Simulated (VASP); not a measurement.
# GaF (Pm-3m) in VASP: further runs

Runs on GaF. Level: PBE. Tasks: phonons, elastic constants.

All numbers are computed with VASP 6.6.1; they aren't measurements. Logs are shortened: lines on timing, memory, paths and dates and some standing lists are left out, and cuts for length are marked.

**1. Starting point**

It takes space group Pm-3m (No. 221, cubic). Conventional cell: a = 3.166 Å, b = 3.166 Å, c = 3.166 Å, α = 90.00°, β = 90.00°, γ = 90.00°. Ga (site symmetry m-3m) has 8 F at 2.74 Å as nearest neighbours. Around F (site symmetry m-3m) lie 8 Ga at 2.74 Å.

The cell was built by a generator and needn't be a form met in nature.

**2. Phonons, PBE**

File POSCAR:

```
GaF
1.0
    3.1659200000      0.0000000000      0.0000000000
    0.0000000000      3.1659200000      0.0000000000
    0.0000000000      0.0000000000      3.1659200000
Ga F
1 1
Direct
    0.0000000000      0.0000000000      0.0000000000
    0.5000000000      0.5000000000      0.5000000000
```

File INCAR.step1:

```
PREC     = Accurate       # precision mode
ENCUT    = 600            # plane-wave cutoff, eV
EDIFF    = 1E-8           # SCF threshold, eV
ISMEAR   = -1             # smearing method
SIGMA    = 0.05           # smearing width, eV
LREAL    = False          # projectors in reciprocal space
LASPH    = True           # aspherical terms in the spheres
NELM     = 60             # most SCF steps
ALGO     = Fast           # electronic algorithm
ISIF     = 3              # what is computed and relaxed
LWAVE    = False          # write WAVECAR
LCHARG   = False          # write CHGCAR
GGA      = PE             # functional
IBRION   = 2              # ionic algorithm
NSW      = 40             # ionic steps
EDIFFG   = -0.002         # ionic threshold
```

File INCAR.step2:

```
PREC     = Accurate       # precision mode
ENCUT    = 600            # plane-wave cutoff, eV
EDIFF    = 1E-8           # SCF threshold, eV
ISMEAR   = -1             # smearing method
SIGMA    = 0.05           # smearing width, eV
LREAL    = False          # projectors in reciprocal space
LASPH    = True           # aspherical terms in the spheres
NELM     = 60             # most SCF steps
ALGO     = Fast           # electronic algorithm
ISIF     = 2              # what is computed and relaxed
LWAVE    = False          # write WAVECAR
LCHARG   = False          # write CHGCAR
GGA      = PE             # functional
IBRION   = 8              # ionic algorithm
NSW      = 1              # ionic steps
```

File KPOINTS:

```
regular mesh
0
Gamma
  6 6 6
```

Potentials or basis: VASP PAW PBE potentials, release 64 (Ga_d, F).

Run with:

```bash
cat potpaw_PBE.64/Ga_d/POTCAR potpaw_PBE.64/F/POTCAR > POTCAR
cp INCAR.step1 INCAR
mpirun -np 1 vasp_std > vasp.out
cp CONTCAR POSCAR
cp INCAR.step2 INCAR
mpirun -np 1 vasp_std > vasp.out
```

OUTCAR:

```text
PREC = Accurate
   ENCUT = 600
   EDIFF = 1E-8
   ISMEAR = -1
   LREAL = False
   LASPH = True
   NELM = 60
   ISIF = 2
   GGA = PE
   IBRION = 8
   NSW = 1

 ion  position               nearest neighbor table
   1  0.000  0.000  0.000-
   2  0.500  0.500  0.500-

  LATTYP: Found a simple cubic cell.
 ALAT       =     3.1635792189

  Lattice vectors:

 A1 = (   3.1635792189,   0.0000000000,   0.0000000000)
 A2 = (   0.0000000000,   3.1635792189,   0.0000000000)
 A3 = (   0.0000000000,   0.0000000000,   3.1635792189)

Analysis of symmetry for initial positions (statically):
=====================================================================
 Subroutine PRICEL returns:
 Original cell was already a primitive cell.

 Routine SETGRP: Setting up the symmetry group for a
 simple cubic supercell.

 Subroutine GETGRP returns: Found 48 space group operations
 (whereof 48 operations were pure point group operations)
 out of a pool of 48 trial point group operations.

The static configuration has the point symmetry O_h .

Analysis of symmetry for dynamics (positions and initial velocities):
=====================================================================
 Subroutine PRICEL returns:
 Original cell was already a primitive cell.

 Routine SETGRP: Setting up the symmetry group for a
 simple cubic supercell.

 Subroutine GETGRP returns: Found 48 space group operations
 (whereof 48 operations were pure point group operations)
 out of a pool of 48 trial point group operations.

The dynamic configuration has the point symmetry O_h .

 Subroutine INISYM returns: Found 48 space group operations
 (whereof 48 operations are pure point group operations),
 and found     1 'primitive' translations

----------------------------------------------------------------------------------------

                                     Primitive cell

  volume of cell :      31.6618

  direct lattice vectors                    reciprocal lattice vectors
     3.163579219  0.000000000  0.000000000     0.316097664  0.000000000  0.000000000
     0.000000000  3.163579219  0.000000000     0.000000000  0.316097664  0.000000000
     0.000000000  0.000000000  3.163579219     0.000000000  0.000000000  0.316097664

  length of vectors
     3.163579219  3.163579219  3.163579219     0.316097664  0.316097664  0.316097664

  position of ions in fractional coordinates (direct lattice)
     0.000000000  0.000000000  0.000000000
     0.500000000  0.500000000  0.500000000

  ion indices of the primitive-cell ions
   primitive index   ion index
                 1           1
                 2           2

----------------------------------------------------------------------------------------

 KPOINTS: regular mesh

Automatic generation of k-mesh.
 Grid dimensions read from file:
 generate k-points for:    6    6    6

 Generating k-lattice:

  Cartesian coordinates                     Fractional coordinates (reciprocal lattice)
     0.052682944  0.000000000  0.000000000     0.166666667  0.000000000  0.000000000
     0.000000000  0.052682944  0.000000000     0.000000000  0.166666667  0.000000000
     0.000000000  0.000000000  0.052682944     0.000000000  0.000000000  0.166666667

  Length of vectors
     0.052682944  0.052682944  0.052682944

  Shift w.r.t. Gamma in fractional coordinates (k-lattice)
     0.000000000  0.000000000  0.000000000

 Subroutine IBZKPT returns following result:
 ===========================================

[... 77 lines left out ...]
 maximum number of plane-waves:      1068
 NGX is ok and might be reduce to    28
   NGX = 13   NGY = 13   NGZ = 13

--------------------------------------- Ionic step        1  -------------------------------------------

 number of electron      19.9999997 magnetization

 Free energy of the ion-electron system (eV)
  ---------------------------------------------------
  ext. energy  EPLUGINS =         0.00000000
  ---------------------------------------------------
  free energy    TOTEN  =        -7.43063871 eV

  energy without entropy =       -7.43037451  energy(sigma->0) =       -7.43050661

 E-fermi :   2.7546     XC(G=0): -10.0925

 val. band max:        2.6234120402   @ k =   0.5000   0.5000   0.5000
 cond. band min:       2.9431026862   @ k =   0.5000   0.0000   0.0000
 fundamental gap:      0.3196906461
 Fermi energy:         2.7546118066

 k-point     1 :       0.0000    0.0000    0.0000
  band No.  band energies     occupation
      1     -19.6471      2.00000
      2     -11.7074      2.00000
      3     -11.7074      2.00000
      4     -11.5387      2.00000
      5     -11.5387      2.00000
      6     -11.5387      2.00000
      7      -3.4723      2.00000
      8      -0.8483      2.00000
      9      -0.8483      2.00000
     10      -0.8483      2.00000
     11      10.9478      0.00000
     12      10.9478      0.00000
     13      10.9478      0.00000
     14      12.4107      0.00000
[... 311 lines left out ...]
      3     -11.6489      2.00000
      4     -11.6489      2.00000
      5     -11.4979      2.00000
      6     -11.4979      2.00000
      7      -1.4114      2.00000
      8      -1.4114      2.00000
      9      -1.4114      2.00000
     10       2.6234      1.86478
     11       4.9522      0.00000
     12       4.9522      0.00000
     13       4.9522      0.00000
     14      14.6283      0.00000

------------------------ aborting loop because EDIFF is reached ----------------------------------------

  FORCE on cell =-STRESS in cart. coord.  units (eV):
  Direction    XX          YY          ZZ          XY          YZ          ZX
  --------------------------------------------------------------------------------------
  -------------------------------------------------------------------------------------
  Total        0.0008462      0.0008462      0.0008462     -0.0000000     -0.0000000      0.0000000
  in kB        0.0428196      0.0428196      0.0428196     -0.0000000     -0.0000000      0.0000000
  external PRESSURE =       0.0428196 kB  Pullay stress =       0.0000000 kB

 VOLUME and BASIS-vectors are now :
 -----------------------------------------------------------------------------
  energy-cutoff  :      600.00
  volume of cell :       31.66
      direct lattice vectors                 reciprocal lattice vectors
     3.163579219  0.000000000  0.000000000     0.316097664  0.000000000  0.000000000
     0.000000000  3.163579219  0.000000000     0.000000000  0.316097664  0.000000000
     0.000000000  0.000000000  3.163579219     0.000000000  0.000000000  0.316097664

 POSITION                                       TOTAL-FORCE (eV/Angst)
 -----------------------------------------------------------------------------------
      0.00000      0.00000      0.00000         0.000000      0.000000      0.000000
      1.58179      1.58179      1.58179         0.000000      0.000000      0.000000
 -----------------------------------------------------------------------------------
    total drift:                               -0.000000      0.000000      0.000000

  FREE ENERGIE OF THE ION-ELECTRON SYSTEM (eV)
  ---------------------------------------------------
  free  energy   TOTEN  =        -7.4306387070 eV

  energy  without entropy=       -7.4303745058  energy(sigma->0) =       -7.43050661

[... ionic steps 2 to 3 ...]

--------------------------------------- Ionic step        4  -------------------------------------------

------------------------ aborting loop because EDIFF is reached ----------------------------------------

[... ionic steps 5 to 6 ...]

--------------------------------------- Ionic step        7  -------------------------------------------

 Free energy of the ion-electron system (eV)
  ---------------------------------------------------
  ---------------------------------------------------
  free energy    TOTEN  =        -0.53582593 eV

  energy without entropy =       -0.53582593

------------------------ aborting loop because EDIFF is reached ----------------------------------------

 INTERNAL STRAIN TENSOR  FOR ION    2  DIRECTION 1   (eV/Angst):
 -----------------------------------------------------------------------------
    -0.01567  0.00000 -0.00000
     0.00000  0.00759  0.00000
    -0.00000  0.00000  0.00759

 INTERNAL STRAIN TENSOR FOR ION    2 for displacements in x,y,z  (eV/Angst):
          X           Y           Z          XY          YZ          ZX
  --------------------------------------------------------------------------------
  x     0.00000     0.00000     0.00000     0.00000     0.00000     0.00000
  y     0.00000     0.00000     0.00000     0.00000     0.00000     0.00000
  z     0.00000     0.00000     0.00000     0.00000     0.00000     0.00000

 SECOND DERIVATIVES (NOT SYMMETRIZED)
 ------------------------------------
               1X          1Y          1Z          2X          2Y          2Z
  1X     1.005248    0.000000   -0.000000   -1.005248   -0.000000    0.000000
  1Y     0.000000    1.005248   -0.000000   -0.000000   -1.005248    0.000000
  1Z     0.000000    0.000000    1.005248   -0.000000   -0.000000   -1.005248
  2X    -1.012526    0.000000   -0.000000    1.012526   -0.000000    0.000000
  2Y    -0.000000   -1.012526   -0.000000    0.000000    1.012526    0.000000
  2Z    -0.000000   -0.000000   -1.012526    0.000000    0.000000    1.012526

 Eigenvectors and eigenvalues of the dynamical matrix
 ----------------------------------------------------

   1 f  =    0.006006 THz     0.037739 2PiTHz    0.200349 cm-1     0.024840 meV
             X         Y         Z           dx          dy          dz
      0.000000  0.000000  0.000000     0.000000   -0.347593   -0.816246
      1.581790  1.581790  1.581790     0.000000   -0.180789   -0.424543
[... 21 lines left out ...]
   6 f/i=    4.068094 THz    25.560590 2PiTHz  135.697017 cm-1    16.824278 meV
             X         Y         Z           dx          dy          dz
      0.000000  0.000000  0.000000     0.000000    0.459965    0.036794
      1.581790  1.581790  1.581790    -0.000000   -0.884349   -0.070742

--------------------------------------------------------------------------------------------------------

 ELASTIC MODULI CONTR FROM IONIC RELAXATION (kBar)
 Direction    XX          YY          ZZ          XY          YZ          ZX
 --------------------------------------------------------------------------------
 XX           0.0000      0.0000      0.0000      0.0000      0.0000      0.0000
 YY           0.0000      0.0000      0.0000      0.0000      0.0000      0.0000
 ZZ           0.0000      0.0000      0.0000      0.0000      0.0000      0.0000
 XY           0.0000      0.0000      0.0000      0.0000      0.0000      0.0000
 YZ           0.0000      0.0000      0.0000      0.0000      0.0000      0.0000
 ZX           0.0000      0.0000      0.0000      0.0000      0.0000      0.0000
 --------------------------------------------------------------------------------
```

It took 64 s on 1 thread of Intel Xeon 6975P-C (Granite Rapids), shared host; peak memory 0.2 GiB.

What came out:

| Quantity | Value |
| --- | --- |
| Relaxed volume | 15.83 Å³/atom |
| Relaxed cell | a = 3.164 Å, b = 3.164 Å, c = 3.164 Å, α = 90.00°, β = 90.00°, γ = 90.00° |
| Space group after relaxing (to 0.05 Å) | Pm-3m (No. 221) |
| Highest phonon frequency at Γ, LO-TO splitting left out | 0 cm⁻¹ |
| Most unstable mode | 136i cm⁻¹ |

Final structure:
```
Ga F
1.0
     3.16358    0.00000    0.00000
     0.00000    3.16358    0.00000
     0.00000    0.00000    3.16358
Ga F
1 1
Direct
  0.00000 0.00000 0.00000
  0.50000 0.50000 0.50000
```

Phonon frequencies in cm⁻¹ (negative: imaginary):
```csv
q point,frequencies
"(0.000, 0.000, 0.000)",-136 -136 -136 0 0 0
```

Caveat: some modes are imaginary.

**3. Elastic constants, PBE**

POSCAR is that of step 2.

File INCAR.step1:

```
PREC     = Accurate       # precision mode
ENCUT    = 600            # plane-wave cutoff, eV
EDIFF    = 1E-8           # SCF threshold, eV
ISMEAR   = -1             # smearing method
SIGMA    = 0.05           # smearing width, eV
LREAL    = F              # projectors in reciprocal space
LASPH    = T              # aspherical terms in the spheres
NELM     = 80             # most SCF steps
ALGO     = Fast           # electronic algorithm
ISIF     = 3              # what is computed and relaxed
LWAVE    = F              # write WAVECAR
LCHARG   = F              # write CHGCAR
GGA      = PE             # functional
IBRION   = 2              # ionic algorithm
NSW      = 40             # ionic steps
EDIFFG   = -0.002         # ionic threshold
```

File INCAR.step2:

```
PREC     = Accurate       # precision mode
ENCUT    = 600            # plane-wave cutoff, eV
EDIFF    = 1E-8           # SCF threshold, eV
ISMEAR   = -1             # smearing method
SIGMA    = 0.05           # smearing width, eV
LREAL    = F              # projectors in reciprocal space
LASPH    = T              # aspherical terms in the spheres
NELM     = 80             # most SCF steps
ALGO     = Fast           # electronic algorithm
ISIF     = 3              # what is computed and relaxed
LWAVE    = F              # write WAVECAR
LCHARG   = F              # write CHGCAR
GGA      = PE             # functional
IBRION   = 6              # ionic algorithm
NFREE    = 2            
POTIM    = 0.015          # step
NSW      = 1              # ionic steps
```

File KPOINTS:

```
Automatic mesh
0
Gamma
  6 6 6
```

Potentials or basis: VASP PAW PBE potentials, release 64 (Ga_d, F).

Run with:

```bash
cat potpaw_PBE.64/Ga_d/POTCAR potpaw_PBE.64/F/POTCAR > POTCAR
cp INCAR.step1 INCAR
mpirun -np 1 vasp_std > vasp.out
cp CONTCAR POSCAR
cp INCAR.step2 INCAR
mpirun -np 1 vasp_std > vasp.out
```

OUTCAR:

```text
PREC = Accurate
   ENCUT = 600
   EDIFF = 1E-8
   ISMEAR = -1
   LREAL = F
   LASPH = T
   NELM = 80
   ISIF = 3
   GGA = PE
   IBRION = 6
   NFREE = 2
   POTIM = 0.015
   NSW = 1

 ion  position               nearest neighbor table
   1  0.000  0.000  0.000-
   2  0.500  0.500  0.500-

  LATTYP: Found a simple cubic cell.
[... 853 lines left out ...]
             X         Y         Z           dx          dy          dz
      0.000000  0.000000  0.000000    -0.885551   -0.089202    0.003243
      1.581790  1.581790  1.581790    -0.453588   -0.045690    0.001661
[... 21 lines left out ...]
   6 f/i=    4.079902 THz    25.634781 2PiTHz  136.090883 cm-1    16.873111 meV
             X         Y         Z           dx          dy          dz
      0.000000  0.000000  0.000000     0.000000    0.000000   -0.455887
      1.581790  1.581790  1.581790    -0.000000   -0.000000    0.890038

--------------------------------------------------------------------------------------------------------

 ELASTIC MODULI CONTR FROM IONIC RELAXATION (kBar)
 Direction    XX          YY          ZZ          XY          YZ          ZX
 --------------------------------------------------------------------------------
 XX           0.0000      0.0000      0.0000      0.0000      0.0000      0.0000
 YY           0.0000      0.0000      0.0000      0.0000      0.0000      0.0000
 ZZ           0.0000      0.0000      0.0000      0.0000      0.0000      0.0000
 XY           0.0000      0.0000      0.0000      0.0000      0.0000      0.0000
 YZ           0.0000      0.0000      0.0000      0.0000      0.0000      0.0000
 ZX           0.0000      0.0000      0.0000      0.0000      0.0000      0.0000
 --------------------------------------------------------------------------------

 TOTAL ELASTIC MODULI (kBar)
 Direction    XX          YY          ZZ          XY          YZ          ZX
 --------------------------------------------------------------------------------
 XX         637.8301    325.1802    325.1802     -0.0000      0.0000      0.0000
 YY         325.1802    637.8301    325.1802     -0.0000     -0.0000     -0.0000
 ZZ         325.1802    325.1802    637.8301     -0.0000     -0.0000      0.0000
 XY          -0.0000     -0.0000     -0.0000    -41.0169      0.0000      0.0000
 YZ           0.0000     -0.0000     -0.0000      0.0000    -41.0169      0.0000
 ZX           0.0000     -0.0000      0.0000      0.0000      0.0000    -41.0169
 --------------------------------------------------------------------------------
```

OUTCAR.step1:

```text
PREC = Accurate
   ENCUT = 600
   EDIFF = 1E-8
   ISMEAR = -1
   LREAL = F
   LASPH = T
   NELM = 80
   ISIF = 3
   GGA = PE
   IBRION = 2
   NSW = 40
   EDIFFG = -0.002

[... 277 lines left out ...]
      1     -19.6471      2.00000
      2     -11.7074      2.00000
      3     -11.7074      2.00000
      4     -11.5387      2.00000
      5     -11.5387      2.00000
      6     -11.5387      2.00000
      7      -3.4723      2.00000
      8      -0.8482      2.00000
      9      -0.8482      2.00000
     10      -0.8482      2.00000
     11      10.9478      0.00000
     12      10.9478      0.00000
     13      10.9478      0.00000
     14      12.3928      0.00000
[... 350 lines left out ...]
  FREE ENERGIE OF THE ION-ELECTRON SYSTEM (eV)
  ---------------------------------------------------
  free  energy   TOTEN  =        -7.4306879106 eV

  energy  without entropy=       -7.4304237063  energy(sigma->0) =       -7.43055581

 reached required accuracy - stopping structural energy minimisation
```

Wall time 3.1 min (1 thread of Intel Xeon 6975P-C (Granite Rapids), shared host); peak memory 0.22 GiB.

Results:

```yaml
Relaxed_volume: 15.83 Å³/atom
Relaxed_cell: a = 3.164 Å, b = 3.164 Å, c = 3.164 Å, α = 90.00°, β = 90.00°, γ = 90.00°
Space_group_after_relaxing_to_0.05_Å: Pm-3m (No. 221)
Elastic_constants_C11_C12_C44: 64, 33, -4 GPa
Voigt_bulk_modulus: 43 GPa
Highest_phonon_frequency_at_Γ_LO-TO_splitting_left_out: 1 cm⁻¹
Most_unstable_mode: 136i cm⁻¹
```

Final structure:
```xyz
2
Lattice="3.1636 0.0000 0.0000 0.0000 3.1636 0.0000 0.0000 0.0000 3.1636" Properties=species:S:1:pos:R:3 pbc="T T T"
Ga    0.0000    0.0000    0.0000
F     1.5818    1.5818    1.5818
```

Phonon frequencies in cm⁻¹ (negative: imaginary):
| q point | frequencies |
| --- | --- |
| (0.000, 0.000, 0.000) | -136 -136 -136 1 1 1 |

Elastic tensor in Voigt notation (GPa, in the Cartesian axes of the cell as first typed):
```
64 33 33  0  0  0
33 64 33  0  0  0
33 33 64  0  0  0
 0  0  0 -4  0  0
 0  0  0  0 -4  0
 0  0  0  0  0 -4
```

Clamped-ion elastic tensor (GPa):
```
64 33 33  0  0  0
33 64 33  0  0  0
33 33 64  0  0  0
 0  0  0 -4  0  0
 0  0  0  0 -4  0
 0  0  0  0  0 -4
```

Caveat: some modes are imaginary; the elastic tensor has a negative eigenvalue, so either the cell is unstable as it stands or the mesh is too thin.
